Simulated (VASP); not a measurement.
Data:

```
CELL_PARAMETERS angstrom
     -1.63710     1.63710     3.99330
      1.63710    -1.63710     3.99330
      1.63710     1.63710    -3.99330
ATOMIC_POSITIONS crystal
  Si 0.66500 0.66500 0.00000
  Si 0.33500 0.33500 0.00000
  W  0.00000 0.00000 0.00000
```

These are PBE GGA, VASP's PBE PAW potentials (set 64) (plane waves; VASP) values and carry that method's errors. Run with 350 eV cut-off, 12×12×12 Γ-centred mesh, first-order Methfessel-Paxton smearing of 0.10 eV, potentials Si W_sv.

Unless said otherwise, spin-orbit coupling is left out, though it shifts the bands of the heavy elements here.

Predict the energy per atom (σ→0), pressure, band gap (on the k-mesh) with the smallest direct gap where there is one.

```yaml
band gap (on the k-mesh): none (metal, semimetal or under 0.01 eV)
energy per atom (σ→0): -8.254 eV/atom
pressure: -87.0 kbar
```

Only differences to runs with the same potentials and settings are physical.

The compound is WSi2 in the MoSi2 type structure. The cell was not relaxed at this level. The run is one of a series of settings (ENCUT = 350 against the base run), some of them coarse on purpose.
